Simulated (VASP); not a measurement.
An input for Ansatz (written as the equivalent of a VASP run, and not itself run):

Ansatz 0.2 input:
```yaml
crystal:
  lattice:
    - [2.4553365, 0.0000000, 0.0000000]
    - [-1.2276682, 2.1263840, 0.0000000]
    - [0.0000000, 0.0000000, 3.9603964]
  atoms:
    - { symbol: Co, position: [0.6666670, 0.3333330, 0.7500000], spin: 1.6 }
    - { symbol: Co, position: [0.3333330, 0.6666670, 0.2500000], spin: 1.6 }
kpoints:
  mp_grid: { grid: [15, 15, 8] }
hamiltonian:
  xc: pbesol
  pseudopotentials: { kind: paw }
magnetization: { spin_polarized: true }
scf:
  occupations: { method: methfessel_paxton, width: 0.1 }
  max_iter: 100
relax:
  max_steps: 60
  f_tol: 0.01
  cell: {}
output: { forces: true, stress: true, eigenvalues: true }
```

Translate this input to VASP (INCAR, KPOINTS, POSCAR, choice of POTCAR).

This is not unique; one that fits is 
**INCAR**
```
ALGO=Normal
EDIFF=1E-6
EDIFFG=-0.01
ENCUT=480
GGA=PS
IBRION=2
ISIF=3
ISMEAR=1
ISPIN=2
LASPH=T
LCHARG=F
LMAXMIX=4
LORBIT=10
LREAL=F
LWAVE=F
MAGMOM=2*1.6
NELM=100
NSW=60
PREC=Accurate
SIGMA=0.1
SYSTEM=Co
```

POSCAR:
```
Co
1
    2.4553364567     0.0000000000    -0.0000000000
   -1.2276682284     2.1263839674    -0.0000000000
   -0.0000000000    -0.0000000000     3.9603963910
Co
2
Direct
  0.6666670000   0.3333330000   0.7500000000
  0.3333330000   0.6666670000   0.2500000000
```

### KPOINTS
```
Automatic mesh
0
Gamma
15 15 8
0 0 0
```

POTCAR, in this order: Co (PBE.64 set). Program: vasp_std.

What does not carry over: each code has its own PAW files, so the cut-off isn't converted (ENCUT is set for VASP's; basis.ecutwfc is left out, and Ansatz then takes the one that its files recommend); Ansatz stops its SCF on the density residual and VASP on the energy change (EDIFF).

The compound is Co in the hcp structure. It was relaxed first, which changed the volume by -7 %. The start is the result of an earlier pass.
